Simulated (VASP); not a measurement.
Level of theory: PBE GGA with D3 dispersion (Becke-Johnson damping), VASP's PBE PAW potentials (set 64) (plane waves; VASP 6.6.1).

Input for VASP

**KPOINTS**
```
Automatic mesh
0
Gamma
7 7 7
0 0 0
```

POSCAR:
```
InP
1.0
  0.0000000000   2.9455306514   2.9455306514
  2.9455306514   0.0000000000   2.9455306514
  2.9455306514   2.9455306514   0.0000000000
P In
1 1
Cart
  1.4727653257   1.4727653257   1.4727653257
  0.0000000000   0.0000000000   0.0000000000
```

### INCAR
```
# general
SYSTEM  = InP
PREC    = Accurate
ENCUT   = 400
LREAL   = .FALSE.
LASPH   = .TRUE.

# electronic loop
EDIFF   = 1E-6
NELM    = 100
ALGO    = Normal
LMAXMIX = 4

# smearing
ISMEAR  = 0
SIGMA   = 0.05

# functional
GGA     = PE
IVDW    = 12

# ions
IBRION  = 2
NSW     = 60
ISIF    = 3
EDIFFG  = -0.01

# output
LWAVE   = .FALSE.
LCHARG  = .FALSE.
```

POTCAR, in this order: P In_d (PBE.64 set). Program: vasp_std.

The run wrote:

OSZICAR:
```
       N       E                     dE             d eps       ncg     rms          rms(c)
DAV:   1     0.104925408913E+03    0.10493E+03   -0.76024E+03   530   0.129E+03
DAV:   2    -0.992886372414E+00   -0.10592E+03   -0.10351E+03   535   0.302E+02
DAV:   3    -0.860946249971E+01   -0.76166E+01   -0.75762E+01   690   0.885E+01
DAV:   4    -0.879850852599E+01   -0.18905E+00   -0.18887E+00   589   0.157E+01
DAV:   5    -0.880806665719E+01   -0.95581E-02   -0.95578E-02   802   0.303E+00    0.557E+00
DAV:   6    -0.841685013464E+01    0.39122E+00   -0.74948E-01   773   0.156E+01    0.342E+00
DAV:   7    -0.839015750357E+01    0.26693E-01   -0.19962E-01   718   0.384E+00    0.124E+00
DAV:   8    -0.839042925458E+01   -0.27175E-03   -0.16722E-02   652   0.189E+00    0.376E-01
DAV:   9    -0.839119096650E+01   -0.76171E-03   -0.23586E-03   638   0.723E-01    0.201E-01
DAV:  10    -0.839122776485E+01   -0.36798E-04   -0.20730E-04   677   0.124E-01    0.138E-01
DAV:  11    -0.839127978599E+01   -0.52021E-04   -0.42454E-05   585   0.498E-02    0.425E-02
DAV:  12    -0.839129269001E+01   -0.12904E-04   -0.41110E-05   620   0.115E-01    0.223E-02
DAV:  13    -0.839129285127E+01   -0.16126E-06   -0.18743E-06   497   0.144E-02
   1 F= -.90080330E+01 E0= -.90080330E+01  d E =-.900803E+01
```

File OUTCAR:
```
------------------------ aborting loop because EDIFF is reached ----------------------------------------
 Edisp (eV)   -0.61674
  FORCE on cell =-STRESS in cart. coord.  units (eV):
  Direction    XX          YY          ZZ          XY          YZ          ZX
  --------------------------------------------------------------------------------------
  Total       0.00237     0.00237     0.00237     0.00000     0.00000     0.00000
  in kB       0.07415     0.07415     0.07415     0.00000     0.00000     0.00000
  external pressure =        0.07 kB  Pullay stress =        0.00 kB
  volume of cell :       51.11
      direct lattice vectors                 reciprocal lattice vectors
     0.000000000  2.945530651  2.945530651    -0.169748700  0.169748700  0.169748700
     2.945530651  0.000000000  2.945530651     0.169748700 -0.169748700  0.169748700
     2.945530651  2.945530651  0.000000000     0.169748700  0.169748700 -0.169748700
  FREE ENERGIE OF THE ION-ELECTRON SYSTEM (eV)
  ---------------------------------------------------
  free  energy   TOTEN  =        -9.0080329652 eV

  energy  without entropy=       -9.0080329652  energy(sigma->0) =       -9.00803297

 reached required accuracy - stopping structural energy minimisation
```
(Selected blocks of OUTCAR.)

File OUTCAR:
```
 val. band max:        5.0245001576   @ k =   0.0000   0.0000   0.0000

 cond. band min:       5.6520586416   @ k =   0.0000   0.0000   0.0000


 Fermi energy:         5.3024805363

 k-point     1 :       0.0000    0.0000    0.0000
  band No.  band energies     occupation
      1      -9.1334      2.00000
      2      -9.1334      2.00000
      3      -9.1334      2.00000
      4      -8.9890      2.00000
      5      -8.9890      2.00000
      6      -6.3890      2.00000
      7       5.0245      2.00000
      8       5.0245      2.00000
      9       5.0245      2.00000
     10       5.6521      0.00000
     11       9.1155      0.00000
     12       9.1155      0.00000
     13       9.1155      0.00000

 k-point     2 :       0.1429    0.0000    0.0000
  band No.  band energies     occupation
      1      -9.1560      2.00000
      2      -9.1243      2.00000
      3      -9.1243      2.00000
      4      -8.9887      2.00000
      5      -8.9887      2.00000
      6      -6.1627      2.00000
      7       3.2127      2.00000
      8       4.7957      2.00000
      9       4.7957      2.00000
     10       6.6997      0.00000
     11       9.3419      0.00000
     12       9.4552      0.00000
     13       9.4552      0.00000

 k-point     3 :       0.2857    0.0000    0.0000
  band No.  band energies     occupation
      1      -9.2040      2.00000
      2      -9.1072      2.00000
      3      -9.1072      2.00000
      4      -8.9849      2.00000
      5      -8.9849      2.00000
      6      -5.5488      2.00000
      7       1.1182      2.00000
      8       4.3821      2.00000
      9       4.3821      2.00000
     10       6.7213      0.00000
     11       9.8628      0.00000
     12       9.8628      0.00000
     13      10.7122      0.00000

 k-point     4 :       0.4286    0.0000    0.0000
  band No.  band energies     occupation
      1      -9.2401      2.00000
      2      -9.0975      2.00000
      3      -9.0975      2.00000
...
```

Unless said otherwise, spin-orbit coupling is left out, though it shifts the bands of the heavy elements here.

The structure comes from a measured InP entry (F-43m) of the Crystallography Open Database, whose conditions weren't checked. It was relaxed first. The start is the result of an earlier pass.
